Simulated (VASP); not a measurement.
Here is the system:

```
CELL_PARAMETERS angstrom
      3.78949     0.00000     0.00000
      0.00000     3.78949     0.00000
      0.00000     0.00000     3.78949
ATOMIC_POSITIONS crystal
  W  0.00000 0.00000 0.00000
  O  0.50000 0.00000 0.00000
  O  0.00000 0.00000 0.50000
  O  0.00000 0.50000 0.00000
```

Method: LDA (Ceperley-Alder, Perdew-Zunger), VASP's LDA PAW potentials (set 64) (plane waves; VASP 6.6.1). Run with 520 eV cut-off, Gaussian smearing of 0.050 eV, potentials W_sv O.

Unless said otherwise, spin-orbit coupling is left out, though it shifts the bands of the heavy elements here.

Predict the band gap (along the path) with the smallest direct gap where there is one.

```json
{
 "band gap (along the path)": "0.51 eV",
 "smallest direct gap (along the path)": "1.60 eV"
}
```

The structure was generated: WO3 was put into the ReO3 type (Pm-3m), which need not be its known phase. It was relaxed first.
